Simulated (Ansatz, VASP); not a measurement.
**Cross-check of CrB2 between VASP and Ansatz**

Wanted: the spread between two codes on one cell, functional and k mesh.

Main program and level: Ansatz 0.2.0; plane waves, with VASP 6.6.1 beside it; single point at PBEsol and single point at PBEsol, spin-orbit coupling.

## 1. The starting structure

Symmetry: P6/mmm, No. 191, hexagonal system. Conventional cell: a = 2.970 Å, b = 2.970 Å, c = 3.070 Å, α = 90.00°, β = 90.00°, γ = 120.00°. Nearest to Cr lie 12 B at 2.30 Å. Nearest to B lie 3 B at 1.71 Å and 6 Cr at 2.30 Å. Farther neighbours are not listed.

## 2. Ansatz: single point, PBEsol

Ansatz runs on its default PAW (the set named soft_2) files.

With cell and atoms fixed, the geometry can't cause a difference; cores, projectors, grids and the points listed under the comparison can.

File input.yaml:

```yaml
crystal:
  lattice:
    - [2.97, 0.0, 0.0]
    - [-2.97, 5.1441908984, 0.0]
    - [-1.485, 2.5720954492, 3.07]
  atoms:
    - { symbol: Cr, position: [0.0, 0.0, 0.0], spin: 2.5 }
    - { symbol: Cr, position: [0.0, 0.5, 0.0], spin: -2.5 }
    - { symbol: B, position: [0.3333333333, 0.0833333333, 0.5] }
    - { symbol: B, position: [0.3333333333, 0.5833333333, 0.5] }
    - { symbol: B, position: [0.6666666667, 0.9166666666, 0.5] }
    - { symbol: B, position: [0.6666666667, 0.4166666666, 0.5] }
hamiltonian:
  xc: pbesol
  pseudopotentials: { kind: paw }
magnetization:
  spin_polarized: true
kpoints:
  mp_grid: { grid: [14, 14, 14] }
scf:
  occupations: { method: fermi_dirac, width: 0.05 }
  n_extra_bands: 9
output:
  forces: true
  stress: true
  eigenvalues: true
```

Command:

```bash
> ansatz run input.yaml --threads 4 --pin off --max-ram 9216MiB --backend cpu --events-out ev --progress --plain --runs-dir out
```

Numbers of over 12 decimals in the logs are rounded to 6 here.

The program printed:

```text
scf.n_extra_bands = 9 over 20 filled bands (N_el = 40.0): the run solves 29 bands
Engine: ansatz 0.2.0, x86_64-unknown-linux-gnu
Pseudopotentials: kind: paw
Pseudopotential: Cr, paw, valence charge 14, recommended cutoff 420 eV (normal), Cr.paw.azcp
Pseudopotential: B, paw, valence charge 3, recommended cutoff 420 eV (normal), B.paw.azcp
Functional definition: PBEsol
  exchange = pbesol_x
  correlation = pbesol_c
Crystal: 6 atoms, lattice volume = 46.904 Å³
Basis set: ecut = 420 eV, 907 PW (Γ), exchange–correlation on 40×80×60 points (8 copies of the dense FFT grid, shifted against one another)
Bands: 29, of which v1, the nominal top of the filled ones, is band 20 counted from 1 (19 counted from 0)
Symmetry: 8 space group operations
Space group: Immm (ITA 71), of the structure as read, at distance tolerance 3.6e-5 Å
Magnetic group: BNS 71.538 (UNI 636), of the structure as read, at distance tolerance 3.6e-5 Å
k-points: 428 of 2744
Non-local potential: Cr, projectors of the file, l = 0: 3, l = 1: 2, l = 2: 3, l = 3: 1
Non-local potential: B, projectors of the file, l = 0: 2, l = 1: 2, l = 2: 1
PAW form: soft (Blöchl's): semilocal exchange-correlation on the pseudo side does not see the compensation charge
PAW frozen core: Cr, regenerated for the run's functional, and the local potential with it (the file was generated under x = pbe(κ = 0.804, μ = 0.219515), c = pbe(β = 0.066725))
PAW frozen core: B, regenerated for the run's functional, and the local potential with it (the file was generated under x = pbe(κ = 0.804, μ = 0.219515), c = pbe(β = 0.066725))
PAW one-centre angular grid: Cr, 590 points (default); XC on 64 Gauss nodes
PAW one-centre angular grid: B, 110 points (default); XC on 64 Gauss nodes
Initial density: superposition of atomic densities (chi_scale 0.1, normalization cell)
Starting moments: Σ|m| = 5 μB on 2 of 6 sites
Starting magnetic order: antiferromagnet; a translation exchanges its spin sublattices: spin-degenerate at every k-point
Initial wavefunctions: pseudopotential atomic-orbital guess
Functional: x = pbesol(κ = 0.804, μ = 0.123457), c = pbesol(β = 0.046)
SCF iter   1: F=—  HF=-7321.924723 eV  |F-HF|=—  |Δ(HF+E_count)|=         —  Δρ=1.72e-1 (↑1.72e-1 ↓1.72e-1)  dr2=4.61e1  dr2_m=4.50e0  M=0.000 μB ∫|m|=1.308 μB  β_m=0.30  ethr=3.10e-3  ⟨swp⟩=6.0  Hψ=48864  notcnv=0  defer=80
Mixer restart at iter 1: flushing history
preconditioner: auto → Kerker (q_TF=auto, 2.657 Å⁻¹)  [metal: Δε(μ)=0.001 eV  Ē_g=9.705 eV  σ=0.050 eV  W_gap=0.00  n_scr=16 (ndim 8)  ℏωp=26.6 eV  f_vac=0.000  D(μ)=3.61/eV (n_scr^D=44)]
spin=Collinear: Kerker preconditioning applied to the charge; magnetization (m = ρ↑ − ρ↓) channel mixes plain (no charge-response kernel on spin).
SCF iter   2: F=—  HF=-7314.234027 eV  |F-HF|=—  |Δ(HF+E_count)|=    7.69e0  Δρ=8.23e-2 (↑8.23e-2 ↓8.23e-2)  dr2=1.12e1  dr2_m=1.29e0  M=0.000 μB ∫|m|=1.752 μB  β_m=0.42  ethr=3.10e-3  ⟨swp⟩=3.3  Hψ=31601  notcnv=0  defer=450
SCF iter   3: F=—  HF=-7310.753424 eV  |F-HF|=—  |Δ(HF+E_count)|=    3.48e0  Δρ=2.56e-2 (↑2.56e-2 ↓2.56e-2)  dr2=5.38e-1  dr2_m=9.91e-2  M=0.000 μB ∫|m|=2.768 μB  β_m=0.58  ethr=3.10e-3  ⟨swp⟩=3.4  Hψ=27405  notcnv=0  defer=425
SCF iter   4: F=—  HF=-7310.950680 eV  |F-HF|=—  |Δ(HF+E_count)|=   1.97e-1  Δρ=9.07e-3 (↑9.07e-3 ↓9.07e-3)  dr2=5.89e-2  dr2_m=6.18e-3  M=0.000 μB ∫|m|=2.837 μB  β_m=0.63  ethr=1.34e-3  ⟨swp⟩=2.0  Hψ=26327  notcnv=0  defer=478
SCF iter   5: F=—  HF=-7311.150901 eV  |F-HF|=—  |Δ(HF+E_count)|=   2.00e-1  Δρ=5.81e-3 (↑5.81e-3 ↓5.81e-3)  dr2=5.45e-2  dr2_m=8.54e-4  M=0.000 μB ∫|m|=2.892 μB  β_m=0.81  ethr=1.47e-4  ⟨swp⟩=2.1  Hψ=23572  notcnv=0  defer=478
SCF iter   6: F=—  HF=-7311.192445 eV  |F-HF|=—  |Δ(HF+E_count)|=   4.15e-2  Δρ=2.48e-3 (↑2.48e-3 ↓2.48e-3)  dr2=9.21e-4  dr2_m=2.33e-3  M=0.000 μB ∫|m|=2.837 μB  β_m=0.91  ethr=1.36e-4  ⟨swp⟩=2.6  Hψ=21930  notcnv=0  defer=478
SCF iter   7: F=—  HF=-7311.191807 eV  |F-HF|=—  |Δ(HF+E_count)|=   6.38e-4  Δρ=1.05e-3 (↑1.05e-3 ↓1.05e-3)  dr2=1.68e-5  dr2_m=4.66e-4  M=0.000 μB ∫|m|=2.834 μB  β_m=0.95  ethr=2.30e-6  ⟨swp⟩=2.6  Hψ=22808  notcnv=0  defer=482
SCF iter   8: F=—  HF=-7311.191778 eV  |F-HF|=—  |Δ(HF+E_count)|=   2.96e-5  Δρ=6.70e-4 (↑6.70e-4 ↓6.70e-4)  dr2=5.20e-6  dr2_m=1.90e-4  M=0.000 μB ∫|m|=2.824 μB  β_m=0.98  ethr=4.20e-8  ⟨swp⟩=2.3  Hψ=18699  notcnv=0  defer=482
SCF iter   9: F=—  HF=-7311.191759 eV  |F-HF|=—  |Δ(HF+E_count)|=   1.85e-5  Δρ=3.19e-4 (↑3.19e-4 ↓3.19e-4)  dr2=2.91e-6  dr2_m=4.28e-5  M=0.000 μB ∫|m|=2.816 μB  β_m=0.99  ethr=1.30e-8  ⟨swp⟩=2.0  Hψ=20967  notcnv=0  defer=482
SCF iter  10: F=—  HF=-7311.191753 eV  |F-HF|=—  |Δ(HF+E_count)|=   6.25e-6  Δρ=5.81e-6 (↑5.81e-6 ↓5.81e-6)  dr2=5.56e-8  dr2_m=2.66e-9  M=0.000 μB ∫|m|=2.810 μB  β_m=0.99  ethr=7.28e-9  ⟨swp⟩=2.1  Hψ=21038  notcnv=0  defer=483
SCF iter  11: F=-7311.191753 eV  HF=-7311.191753 eV  |F-HF|=3.48e-9  |Δ(HF+E_count)|=   1.50e-8  Δρ=2.39e-6 (↑2.39e-6 ↓2.39e-6)  dr2=4.77e-9  dr2_m=9.39e-10  M=0.000 μB ∫|m|=2.810 μB  ethr=1.39e-10  ⟨swp⟩=7.2  Hψ=48226  notcnv=0
SCF 1 converged in 11 iterations: F = -7311.191753 eV  dr2 = 4.77e-9
  greatest PAW one-centre occupation: 1.000 electrons in one spin orbital (limit 2), on the Cr atom at site 1 (counted from 0), in its partial waves of l = 0
SCF converged after 11 iterations
Magnetization: 0.0000 μB (20.0000 up, 20.0000 down)
Absolute magnetization: 2.8133 μB (∫|ρ↑−ρ↓|, with the PAW one-centre terms)
Spin contamination: 0.9968 ħ² per cell (⟨S²⟩ above its minimum at these occupations)
Per-site moments (μB) at R_I (Å): [(1.209954, 0.949335), (-1.209954, 0.949335), (-5.976843270915894e-17, 0.707326), (8.805819494692973e-17, 0.707326), (2.810816755549108e-17, 0.707326), (-4.40600214137761e-17, 0.707326)]
Free energy (F): -7311.191753 eV
Harris-Foulkes:  -7311.191753 eV  (|F-HF|=3.48e-9)
Internal energy: -7311.155902 eV  (E = F + TS)
E sigma→0 (E₀):  -7311.173828 eV
Entropy (-TS):   -0.035851 eV (-5.975 meV/atom)
Fermi energy:    16.524064 eV
--- Per-component energies (eV) ---
  E_band       = -278.797846
  E_kinetic    = 890.486568
  E_local      = -2929.688461  (includes V_loc(G=0)·N_el)
  E_nonlocal   = 207.114989
  E_hartree    = 1278.464886
  E_xc         = -409.005537
  E_vxc        = -512.570088  (∫ρ·V_xc dr)
  E_paw        = -2638.200525  (= ΣΔE_a)
  E_vpaw       = -491.068743  (= ΣTr[D̂ρ^β])
  E_aug_tail   = 0.000795  (compensation charges beyond the density's cutoff)
  E_ewald      = -3710.707461
  E_core_change = 0.378843  (= ΣΔE_core)
  E_smearing   = -0.035851  (= −TS)
  E_closure    = 0.000000  (closes the sum)
  Σ components = -7311.191753   (vs F -7311.191753, Δ=0.00e0)
--- Forces (eV/Å), atoms counted from 1 ---
  atom   1  Cr    -0.00000000     0.00000000     0.00000000
  atom   2  Cr     0.00000000     0.00000000     0.00000000
  atom   3  B     -0.00000000    -0.05898783     0.00000000
  atom   4  B     -0.00000000    -0.05898783    -0.00000000
  atom   5  B      0.00000000     0.05898783    -0.00000000
  atom   6  B      0.00000000     0.05898783     0.00000000
  max |Σ_I F_I| component: 1.39e-17 eV/Å
--- Stress (GPa, compression-positive) ---
       -4.049742       0.000000       0.000000
        0.000000      -9.899909       0.000000
        0.000000       0.000000     -16.980677
  P = ⅓ Tr σ = -10.3101 GPa (-103.101 kbar)
--- Band table (eV; the first three rows and the last of 856) ---
  k-point 0 ↑: bands = [... 16 lower, 13.1217, 13.6370, 16.2346, 16.3292, 17.0093, 17.0980, 18.7433, 18.9389, ... 5 higher]
  k-point 1 ↑: bands = [... 16 lower, 12.8927, 14.1410, 16.1224, 16.2068, 16.9979, 17.0661, 18.6476, 18.8391, ... 5 higher]
  k-point 2 ↑: bands = [... 16 lower, 13.0721, 14.6965, 15.8381, 15.8992, 16.9624, 17.0141, 18.3717, 18.5544, ... 5 higher]
  k-point 427 ↓: bands = [... 16 lower, 12.9056, 14.7222, 15.0597, 16.2207, 16.5548, 17.3125, 18.0840, 18.3959, ... 5 higher]
```

It took 12 s on 4 threads of AMD EPYC 9R14 (Zen 4), shared host; peak memory 1.1 GiB.

Reading the cycles: dr2 is the Hartree energy of the density residual (eV), the measure of convergence; HF is the Harris–Foulkes estimate of the energy, which meets the free energy F at convergence.

The run ends at a pressure of -10.31 GPa, with forces up to 0.059 eV/Å.

## 3. VASP: single point, PBEsol

The same cell, functional, mesh and smearing now go to VASP, with its own data sets and cutoff.

Lines of VASP's logs that name or quote its potential files are left out, and so is its time.

File INCAR:

```
SYSTEM = CrB2
PREC = Accurate
ENCUT = 390
EDIFF = 1E-06
NELM = 150
ISMEAR = -1
SIGMA = 0.05
LREAL = .FALSE.
ALGO = Normal
GGA = PS
NBANDS = 27
ISPIN = 2
MAGMOM = 2.5 -2.5 0 0 0 0
LMAXMIX = 4
LORBIT = 11
LWAVE = .FALSE.
LCHARG = .FALSE.
KPAR = 4
AMIX = 0.2
BMIX = 1E-04
AMIX_MAG = 0.8
BMIX_MAG = 1E-04
```

File POSCAR:

```
CrB2
1.0
    2.9700000000      0.0000000000      0.0000000000
   -2.9700000000      5.1441908984      0.0000000000
   -1.4850000000      2.5720954492      3.0700000000
Cr B
2 4
Direct
    0.0000000000      0.0000000000      0.0000000000
    0.0000000000      0.5000000000      0.0000000000
    0.3333333333      0.0833333333      0.5000000000
    0.3333333333      0.5833333333      0.5000000000
    0.6666666667      0.9166666666      0.5000000000
    0.6666666667      0.4166666666      0.5000000000
```

File KPOINTS:

```
Automatic mesh
0
Gamma
14 14 14
0 0 0
```

Potentials, in the order of the species: Cr_pv and B (PBE family, release 64).

Command:

```bash
> mpirun -np 4 vasp_std
```

The program printed:

```text
[banner, memory and clock lines left out]
running    4 mpi-ranks, on    1 nodes
 distrk:  each k-point on    1 cores,    4 groups
 distr:  one band on    1 cores,    1 groups

 POSCAR found type information on POSCAR CrB
 POSCAR found :  2 types and       6 ions
|                                                                             |
|               ----> ADVICE to this user running VASP <----                  |
|                                                                             |
|     You enforced a specific xc type in the INCAR file but a different       |
|     [... a line on the potential file left out ...]
|     I HOPE YOU KNOW WHAT YOU ARE DOING!                                     |
|                                                                             |

 LDA part: xc-table for (Slater+PW92), standard interpolation
 POSCAR, INCAR and KPOINTS ok, starting setup
 FFT: planning ... GRIDC
 FFT: planning ... GRID_SOFT
 FFT: planning ... GRID
 WAVECAR not read
 entering main loop
       N       E                     dE             d eps       ncg     rms          rms(c)
DAV:   1     0.294904783918E+03    0.29490E+03   -0.15951E+04 46856   0.119E+03
DAV:   2    -0.432417929411E+02   -0.33815E+03   -0.32552E+03 46594   0.385E+02
DAV:   3    -0.620509078109E+02   -0.18809E+02   -0.18331E+02 55998   0.957E+01
DAV:   4    -0.624748095632E+02   -0.42390E+00   -0.42021E+00 56467   0.130E+01
DAV:   5    -0.624855208158E+02   -0.10711E-01   -0.10704E-01 61867   0.202E+00    0.351E+01
DAV:   6    -0.506725655284E+02    0.11813E+02   -0.56468E+01 58067   0.565E+01    0.809E+00
DAV:   7    -0.508280203631E+02   -0.15545E+00   -0.27903E+00 51224   0.119E+01    0.764E+00
DAV:   8    -0.507926365456E+02    0.35384E-01   -0.69492E-02 60906   0.175E+00    0.524E+00
DAV:   9    -0.507665035127E+02    0.26133E-01   -0.12816E-01 50873   0.345E+00    0.135E+00
DAV:  10    -0.507677623074E+02   -0.12588E-02   -0.60686E-03 61469   0.655E-01    0.635E-01
DAV:  11    -0.507670532388E+02    0.70907E-03   -0.26105E-03 53332   0.387E-01    0.308E-01
DAV:  12    -0.507664917122E+02    0.56153E-03   -0.15827E-03 55192   0.308E-01    0.110E-01
DAV:  13    -0.507664867784E+02    0.49338E-05   -0.15946E-04 58585   0.101E-01    0.312E-02
DAV:  14    -0.507664855225E+02    0.12559E-05   -0.11150E-05 58182   0.222E-02    0.157E-02
DAV:  15    -0.507664837845E+02    0.17380E-05   -0.50042E-06 51756   0.136E-02    0.928E-03
DAV:  16    -0.507664833926E+02    0.39190E-06   -0.17468E-06 30760   0.818E-03
   1 F= -.50766483E+02 E0= -.50747973E+02  d E =-.370203E-01  mag=     0.0000
```

OUTCAR, selected parts (step 3):

```text
ion  position               nearest neighbor table
   1  0.000  0.000  0.000-   5 2.30   6 2.30   4 2.30   3 2.30   6 2.30   4 2.30   3 2.30   5 2.30
                             4 2.30   3 2.30   5 2.30   6 2.30   2 2.97   2 2.97   2 2.97   2 2.97
   2  0.000  0.500  0.000-   6 2.30   5 2.30   3 2.30   4 2.30   3 2.30   5 2.30   4 2.30   6 2.30
                             3 2.30   4 2.30   6 2.30   5 2.30   1 2.97   1 2.97   1 2.97   1 2.97
   3  0.333  0.083  0.500-   6 1.71   5 1.71   5 1.71   2 2.30   1 2.30   1 2.30   2 2.30   2 2.30
                             1 2.30
   4  0.333  0.583  0.500-   5 1.71   6 1.71   6 1.71   1 2.30   2 2.30   1 2.30   2 2.30   1 2.30
                             2 2.30
   5  0.667  0.917  0.500-   4 1.71   3 1.71   3 1.71   2 2.30   1 2.30   2 2.30   1 2.30   2 2.30
                             1 2.30
   6  0.667  0.417  0.500-   3 1.71   4 1.71   4 1.71   1 2.30   2 2.30   1 2.30   2 2.30   2 2.30
                             1 2.30

  LATTYP: Found a body centered orthorhombic cell.
 ALAT       =     2.9700000000
 B/A-ratio  =     1.7320508075
 C/A-ratio  =     2.0673400673

 Subroutine GETGRP returns: Found  8 space group operations
 (whereof  8 operations were pure point group operations)

The static configuration has the point symmetry D_2h.

 Found    428 irreducible k-points:

   k-points           NKPTS =    428   k-points in BZ     NKDIM =    428   number of bands    NBANDS=     27

   dimension x,y,z NGX =    20 NGY =   40 NGZ =   28
   dimension x,y,z NGXF=    40 NGYF=   80 NGZF=   56

   ENCUT  =  390.0 eV  28.66 Ry    5.35 a.u.   4.78  9.56  6.88*2*pi/ulx,y,z

   NELECT =      36.0000    total number of electrons

 k-points in reciprocal lattice and weights: Automatic mesh
   0.00000000  0.00000000  0.00000000       0.000
   0.07142857 -0.00000000 -0.00000000       0.001
   0.14285714 -0.00000000 -0.00000000       0.001
   0.21428571 -0.00000000 -0.00000000       0.001
   0.28571429 -0.00000000 -0.00000000       0.001
   0.35714286 -0.00000000 -0.00000000       0.001
   0.42857143 -0.00000000 -0.00000000       0.001
   0.50000000 -0.00000000 -0.00000000       0.001
   0.00000000  0.07142857 -0.00000000       0.001
[...]
0.07142857 -0.07142857  0.42857143       0.001
   0.00000000  0.00000000  0.50000000       0.000

 average (electrostatic) potential at core
       1 -66.5442       2 -66.5442       3 -22.6705       4 -22.6705       5 -22.6705
       6 -22.6705

 E-fermi :  10.3787

 spin component 1
 k-point     1 :       0.0000    0.0000    0.0000
  band No.  band energies     occupation
    ...
     14       6.6819      1.00000
     15       6.9923      1.00000
     16       7.5001      1.00000
     17      10.0740      0.99775
     18      10.1661      0.98595
     19      10.8497      0.00008
     20      10.9284      0.00002
     21      12.6017      0.00000
     22      12.7858      0.00000
     23      12.8664      0.00000
    ...

 k-point     2 :       0.0714   -0.0000   -0.0000
  band No.  band energies     occupation
    ...
     14       6.6841      1.00000
     15       7.0164      1.00000
     16       7.3771      1.00000
     17      10.0730      0.99779
     18      10.3679      0.55379
     19      10.8654      0.00006
     20      10.9282      0.00002
     21      12.2518      0.00000
     22      12.4185      0.00000
     23      12.7971      0.00000
    ...

 k-point     3 :       0.1429   -0.0000   -0.0000
  band No.  band energies     occupation
    ...
     13       6.1812      1.00000
     14       6.7037      1.00000
     15       7.0904      1.00000
     16       7.1086      1.00000
     17      10.0229      0.99919
     18      10.8036      0.00020
     19      10.9064      0.00003
     20      10.9634      0.00001
     21      11.6484      0.00000
     22      11.8587      0.00000
    ...

 k-point     4 :       0.2143   -0.0000   -0.0000
  band No.  band energies     occupation
    ...
     13       6.2906      1.00000
     14       6.6819      1.00000
     15       6.8327      1.00000
     16       7.1478      1.00000
     17       9.9468      0.99982
     18      10.5757      0.01908
     19      11.0114      0.00000
     20      11.1808      0.00000
     21      11.5584      0.00000
     22      11.6135      0.00000
    ...

 k-point     5 :       0.2857   -0.0000   -0.0000
  band No.  band energies     occupation
    ...
     13       6.2965      1.00000
     14       6.5742      1.00000
     15       6.6141      1.00000
     16       7.1120      1.00000
     17       9.8631      0.99997
     18      10.3961      0.41396
     19      10.8862      0.00004
     20      11.0679      0.00000
     21      11.5917      0.00000
     22      12.0637      0.00000
    ...

 k-point     6 :       0.3571   -0.0000   -0.0000
  band No.  band energies     occupation
    ...
     14       6.4000      1.00000
     15       6.4695      1.00000
     16       6.9891      1.00000
     17       9.7887      0.99999
     18      10.3644      0.57113
     19      10.7246      0.00099
     20      11.1029      0.00000
     21      11.6738      0.00000
     22      12.4052      0.00000
     23      12.9488      0.00000
    ...

  Total       -1.3903455     -3.0007740     -5.2248743      0.0000000      0.0000000      0.0000000
  in kB      -47.4921045   -102.5019114   -178.4738230      0.0000000      0.0000000      0.0000000
  external PRESSURE =    -109.4892796 kB  Pullay stress =       0.0000000 kB

  energy-cutoff  :      390.00
  volume of cell :       46.90
      direct lattice vectors                 reciprocal lattice vectors
     2.970000000  0.000000000  0.000000000     0.336700337  0.194394030  0.000000000
    -2.970000000  5.144190898  0.000000000     0.000000000  0.194394030 -0.162866450
    -1.485000000  2.572095449  3.070000000     0.000000000  0.000000000  0.325732899

 POSITION                                       TOTAL-FORCE (eV/Angst)
 -----------------------------------------------------------------------------------
      0.00000      0.00000      0.00000        -0.000000     -0.000000      0.000000
     -1.48500      2.57210      0.00000        -0.000000     -0.000000     -0.000000
      0.00000      1.71473      1.53500        -0.000000     -0.066543      0.000000
     -1.48500      4.28683      1.53500        -0.000000     -0.066543      0.000000
     -1.48500      6.00156      1.53500         0.000000      0.066543     -0.000000
      0.00000      3.42946      1.53500         0.000000      0.066543     -0.000000
 -----------------------------------------------------------------------------------
    total drift:                               -0.000000      0.000000      0.000000

  FREE ENERGIE OF THE ION-ELECTRON SYSTEM (eV)
  ---------------------------------------------------
  free  energy   TOTEN  =       -50.7664833926 eV

  energy  without entropy=      -50.7294630504  energy(sigma->0) =      -50.74797322

 total charge
# of ion       s       p       d       tot
------------------------------------------
    1        0.274   6.351   4.355  10.981
    2        0.274   6.351   4.355  10.981
    3        0.683   1.336   0.000   2.019
    4        0.683   1.336   0.000   2.019
    5        0.683   1.336   0.000   2.019
    6        0.683   1.336   0.000   2.019
--------------------------------------------------
tot          3.281  18.045   8.711  30.037

 magnetization (x)
# of ion       s       p       d       tot
------------------------------------------
    1        0.005   0.012   1.277   1.294
    2       -0.005  -0.012  -1.277  -1.294
    3        0.000   0.000   0.000   0.000
    4        0.000   0.000   0.000   0.000
    5        0.000   0.000   0.000   0.000
    6        0.000   0.000   0.000   0.000
--------------------------------------------------
tot          0.000   0.000   0.000   0.000

[... 1 further part left out ...]
```

The magnetic state follows from one typed start and may not be the lowest. LASPH is off, so gradient terms of the non-spherical density inside the spheres are left out; for open d or f shells this can shift gaps and moments.

(Part 1 of 2 ends here.)

[Lines on the potential files, build, host, timing and source positions are cut from VASP's logs without a mark.]

[Logs are printed without paths, hosts, clocks, repeated set-up lines and the standing remarks that a program may print on its own settings, such as how far it seeks lower states.]

[Hosts, paths, dates, database ids (printed as entryN), source tags and the programs' standing remarks are cut or masked in the printed files.]
